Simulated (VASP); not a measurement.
Bulk modulus against bond length in diamond and zinc-blende semiconductors

PBEsol in VASP (plane waves, PAW). Static lattice, from a third-order Birch-Murnaghan fit over five volumes at each level. The bond length is the nearest-neighbour distance.

Here d stands for bond length and y for ln of B0 in GPa.

| solid | bond length (Å) | ln of B0 in GPa | cut-off (eV) |
|---|---|---|---|
| C | 1.540 | 6.110 | 520 |
| BN | 1.563 | 5.956 | 520 |
| SiC | 1.888 | 5.398 | 520 |
| BAs | 2.069 | 4.947 | 520 |
| Si | 2.354 | 4.541 | 520 |
| BeTe | 2.430 | 4.099 | 520 |
| GaAs | 2.452 | 4.237 | 520 |
| CdTe | 2.814 | 3.719 | 520 |
| Sn | 2.831 | ? | 520 |

**Question.** Fit y against d with a straight line in ln d, and predict the withheld value at d = 2.831.

**Answer.** With u = ln d - 0.74, the rows have u = -0.30822, -0.29339, -0.10448, -0.01293, 0.11612, 0.14789, 0.15690, 0.29461. Means: u -0.00043750, y 4.8759. About the means, the sum of products is -1.3476 and the sum of squares of u is 0.33893; the slope is their ratio. Least squares gives y = 4.8741 - 3.9761·u. Residuals (row less fit): 0.0104, -0.0846, 0.1085, 0.0215, 0.1286, -0.1871, -0.0132, 0.0163; standard error 0.1091 (degrees of freedom: 6). The slope is -3.98 with a standard error of 0.19. So B0 goes as d to the power -4.0 over these rows; such a law is empirical and holds within one kind of bonding. At the withheld row, u = 0.30063, so y = 4.8741 - 3.9761 × 0.30063 = 3.6788. The calculation gives 3.708, 0.0292 above the prediction (1.2 % of the range of y in the table). The row lies outside the fitted rows, so this is an extrapolation. From the scatter of the fitted rows alone, a prediction at this place has a standard error of 0.1288, so the miss is 0.2 times that.

The run's B0 for Sn is 41 GPa. Sn is here grey tin, stable below 13 °C. The rows are a random draw from the solids of this series computed here; series whose standard error about the line passes 12 to 30 % of the range of y, or with no trend, aren't shown in this form.
